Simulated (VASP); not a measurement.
SnSe2:

```
CELL_PARAMETERS angstrom
3.82516 0.00000 0.00000
-1.91258 3.31269 0.00000
0.00000 0.00000 6.22706
ATOMIC_POSITIONS crystal
Sn 0.00000 0.00000 0.00000
Se 0.33333 0.66667 0.25308
Se 0.66667 0.33333 0.74692
```

Base run:

```yaml
Program: VASP 6.6.1
Functional: PBEsol
Potentials_or_basis: VASP PAW PBE potentials, release 64 (Sn_d, Se)
Cutoff: 520 eV
k_mesh: 6 × 6 × 4
Occupations: gaussian, width 0.01 eV
Spin: no spin polarisation
```

Its results: band gap on the k mesh 0.72 eV, indirect (least direct gap 1.03 eV); pressure 0.1 GPa; largest force 0.092 eV/Å.

Question: The run is repeated on the same cell with these changes: functional from PBEsol to HSE06; k mesh from 6 × 6 × 4 to 6 × 6 × 2. What comes out?

Answer: Band gap on the k mesh 1.43 eV, indirect (least direct gap 1.92 eV); pressure 0.0 GPa; largest force 0.231 eV/Å.

Several settings changed at once, so the effect can't be laid on one alone.

Caveats: some runs use coarse meshes; the PAW data sets were made with another functional, which shifts forces and pressure a little; spin-orbit coupling is left out, which moves the levels of the heavy elements; this functional lacks dispersion, which binds the layers, so the pressure and a relaxed spacing across them are unreliable.

A k mesh can miss the band edges.
